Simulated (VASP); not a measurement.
Write the native input for VASP 6.6.1 that does the following.

- Task: atomic charges
- Functional: PBE
- Dispersion: TS
- Potentials or basis: VASP PAW PBE potentials, release 64 (O, In_d, Cl, H)
- Cutoff: 520 eV
- k mesh: 1 × 1 × 1
- Occupations: gaussian, width 0.01 eV
- Spin: no spin polarisation
- Further INCAR settings: ALGO = Normal; EDIFF = 1e-07

The structure of OInClH2 lies in POSCAR:

```
InH2ClO
1.0
   13.0000000000      0.0000000000      0.0000000000
    0.0000000000     13.0000000000      0.0000000000
    0.0000000000      0.0000000000     11.0000000000
O In Cl H
1 1 1 2
Direct
    0.4074307700      0.5024769200      0.4345727300
    0.5489384600      0.5232461500      0.4931363600
    0.6134307700      0.3694692300      0.5716090900
    0.3850000000      0.4327384600      0.4463909100
    0.6170000000      0.6337615400      0.4894363600
```

The input as run:

INCAR

```
PREC = Accurate
ENCUT = 520
EDIFF = 1E-7
ISMEAR = 0
SIGMA = 0.01
LREAL = False
LASPH = True
NELM = 80
ALGO = Normal
ISIF = 2
LWAVE = False
LCHARG = False
GGA = PE
IVDW = 2
LORBIT = 11
```

KPOINTS

```
Automatic mesh
0
Gamma
  1 1 1
```

Potentials or basis: VASP PAW PBE potentials, release 64 (O, In_d, Cl, H).

Run with:

```bash
$ cat potpaw_PBE.64/O/POTCAR potpaw_PBE.64/In_d/POTCAR potpaw_PBE.64/Cl/POTCAR potpaw_PBE.64/H/POTCAR > POTCAR
$ mpirun -np 1 vasp_gam > vasp.out
```

It gave:

```
Largest force                                         : 0.680 eV/Å
Gap between the frontier levels                       : 4.89 eV
Valence electrons inside the program's atomic spheres : O 5.08; In 11.51; Cl 5.11; H 0.77, 0.52
Hirshfeld charges                                     : O -0.36; In +0.57; Cl -0.26; H +0.12, -0.08 e
Dispersion energy per atom                            : -0.005 eV
```

Caveat: spin-orbit coupling is left out, which moves the levels of the heavy elements.

Wall time 4.8 min on 1 thread of AMD EPYC 7R43 64-Core Processor (Zen 3) (shared host), peak memory 1.4 GiB.
